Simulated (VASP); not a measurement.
A VASP calculation is set up with these files.

**KPOINTS**
```
Automatic mesh
0
Gamma
2 2 2
0 0 0
```

**INCAR**
```
SYSTEM = LaAs
PREC = Accurate
ENCUT = 400
EDIFF = 1E-6
NELM = 25
ALGO = VeryFast
LREAL = .FALSE.
LASPH = .TRUE.
ISMEAR = 0
SIGMA = 0.05
GGA = PE
LMAXMIX = 6
LWAVE = .FALSE.
LCHARG = .FALSE.
ISIF = 2
HFSCREEN = 0.2
AEXX = 0.25
LHFCALC = .TRUE.
PRECFOCK = Fast
ISYM = 3
```

**POSCAR**
```
LaAs
1
    2.1664550000     1.2508030000     3.7078770000
   -2.1664550000     1.2508030000     3.7078770000
    0.0000000000    -2.5016060000     3.7078770000
La As
1 1
Direct
  0.7624000000   0.7624000000   0.7624000000
  0.2376000000   0.2376000000   0.2376000000
```

POTCAR, in this order: La As (PBE.64 set). Program: vasp_std.

What VASP printed:

### standard output
```
 POSCAR found type information on POSCAR LaAs
 POSCAR found :  2 types and       2 ions
 Reading from existing POTCAR
 Reading from existing POTCAR
 LDA part: xc-table for (Slater+PW92), standard interpolation
 POSCAR, INCAR and KPOINTS ok, starting setup
 WAVECAR not read
 entering main loop
       N       E                     dE             d eps       ncg     rms          rms(c)
RMM:   1    -0.171562225129E+04   -0.17156E+04   -0.43759E+03    48   0.138E+03
RMM:   2    -0.176801123502E+04   -0.52389E+02   -0.66175E+02    48   0.215E+02
RMM:   3    -0.178788346025E+04   -0.19872E+02   -0.22422E+02    48   0.210E+02
RMM:   4    -0.181388801322E+04   -0.26005E+02   -0.19801E+02    48   0.243E+02
RMM:   5    -0.182553903791E+04   -0.11651E+02   -0.65071E+01    48   0.183E+02
RMM:   6    -0.182986287990E+04   -0.43238E+01   -0.31590E+00    48   0.138E+02
RMM:   7    -0.183007855149E+04   -0.21567E+00   -0.47304E+00    48   0.140E+02
RMM:   8    -0.183174759796E+04   -0.16690E+01   -0.13606E+01    48   0.122E+02
RMM:   9    -0.183877981808E+04   -0.70322E+01   -0.74177E+01   163   0.126E+02
RMM:  10    -0.184204594126E+04   -0.32661E+01   -0.23801E+01   174   0.339E+01
RMM:  11    -0.184305356441E+04   -0.10076E+01   -0.31868E+00   177   0.161E+01
RMM:  12    -0.184234288052E+04    0.71068E+00   -0.25522E+00   178   0.156E+01    0.328E+01
RMM:  13     0.135212413887E+03    0.19776E+04   -0.13593E+02   192   0.303E+02    0.137E+01
RMM:  14     0.122393476459E+03   -0.12819E+02   -0.15641E+02   192   0.110E+02    0.158E+01
RMM:  15     0.110997710526E+03   -0.11396E+02   -0.92822E+01   191   0.558E+01    0.146E+01
RMM:  16     0.108942523877E+03   -0.20552E+01   -0.49702E+01   190   0.371E+01    0.666E+00
RMM:  17     0.107430231788E+03   -0.15123E+01   -0.27323E+01   187   0.323E+01    0.321E+00
RMM:  18     0.107166474673E+03   -0.26376E+00   -0.88094E+00   184   0.224E+01    0.274E+00
RMM:  19     0.107119795276E+03   -0.46679E-01   -0.29709E+00   175   0.172E+01    0.239E+00
RMM:  20     0.106963658102E+03   -0.15614E+00   -0.26061E+00   177   0.132E+01    0.231E+00
RMM:  21     0.106059583208E+03   -0.90407E+00   -0.17721E+00   176   0.130E+01    0.349E+00
RMM:  22     0.105395251182E+03   -0.66433E+00   -0.61052E+00   180   0.148E+01    0.325E+00
RMM:  23     0.104826229337E+03   -0.56902E+00   -0.63205E+00   177   0.151E+01    0.253E+00
RMM:  24     0.104427724210E+03   -0.39851E+00   -0.47982E+00   178   0.148E+01    0.196E+00
RMM:  25     0.104147894387E+03   -0.27983E+00   -0.35839E+00   176   0.139E+01

 -----------------------------------------------------------------------------
|                                                                             |
|           W    W    AA    RRRRR   N    N  II  N    N   GGGG   !!!           |
|           W    W   A  A   R    R  NN   N  II  NN   N  G    G  !!!           |
|           W    W  A    A  R    R  N N  N  II  N N  N  G       !!!           |
|           W WW W  AAAAAA  RRRRR   N  N N  II  N  N N  G  GGG   !            |
|           WW  WW  A    A  R   R   N   NN  II  N   NN  G    G                |
|           W    W  A    A  R    R  N    N  II  N    N   GGGG   !!!           |
|                                                                             |
|     The electronic self-consistency was not achieved in the given           |
|     number of steps (NELM). The forces and other quantities evaluated       |
|     might not be reliable so examine the results carefully. If you find     |
|     spurious results, we suggest increasing NELM, if you were close to      |
|     convergence or switching to a different ALGO or adjusting the           |
|     density mixing parameters otherwise.                                    |
|                                                                             |
 -----------------------------------------------------------------------------

   1 F= 0.10414789E+03 E0= 0.10414850E+03  d E =-.121280E-02
```

### OUTCAR
```
------------------------ aborting loop EDIFF was not reached (unconverged)  ----------------------------
  FORCE on cell =-STRESS in cart. coord.  units (eV):
  Direction    XX          YY          ZZ          XY          YZ          ZX
  --------------------------------------------------------------------------------------
  Total       -6.1693136     -6.1693099      3.9468719      0.0000000     -0.0000000      0.0000000
  in kB     -163.9578723   -163.9577734    104.8934714      0.0000000     -0.0000000      0.0000000
  external PRESSURE =     -74.3407248 kB  Pullay stress =       0.0000000 kB
  volume of cell :       60.29
      direct lattice vectors                 reciprocal lattice vectors
     2.166455000  1.250803000  3.707877000     0.230791777  0.133247735  0.089898703
    -2.166455000  1.250803000  3.707877000    -0.230791777  0.133247735  0.089898703
     0.000000000 -2.501606000  3.707877000     0.000000000 -0.266495470  0.089898703
 POSITION                                       TOTAL-FORCE (eV/Angst)
 -----------------------------------------------------------------------------------
      0.00000      0.00000      8.48066        -0.000000      0.000000      1.088817
      0.00000      0.00000      2.64297         0.000000      0.000000     -1.088817
 -----------------------------------------------------------------------------------
    total drift:                                0.332350     -0.227053     -1.340831
  FREE ENERGIE OF THE ION-ELECTRON SYSTEM (eV)
  ---------------------------------------------------
  free  energy   TOTEN  =       104.1478943865 eV

  energy  without entropy=      104.1491071852  energy(sigma->0) =      104.14850079

  exchange ACFDT corr.  =        -0.00102544  see jH, gK, PRB 81, 115126
```
(Selected blocks of OUTCAR.)

Problem. Read the log: what went wrong, and how is it fixed?

Solution. The cause: a hybrid functional was run with ALGO = VeryFast. The run did not converge; its last values are not results. Against the sound run, the energy per atom (σ→0) rises by 58.902 eV/atom; the pressure falls by 6.98 GPa; the largest force decreases by 0.211 eV/Å; the band gap falls by 1.08 eV. To mend it, set ALGO = Normal.

The mended run (HSE06 screened hybrid, plane waves, VASP's PBE PAW potentials (set 64)) converges, and its OSZICAR ends with
```
   1 F= -.13656017E+02 E0= -.13656017E+02  d E =-.483193E-15
```

The structure was generated: LaAs was put into the alpha-GeTe type (R3m), which need not be its known phase. The cell was not relaxed at this level.
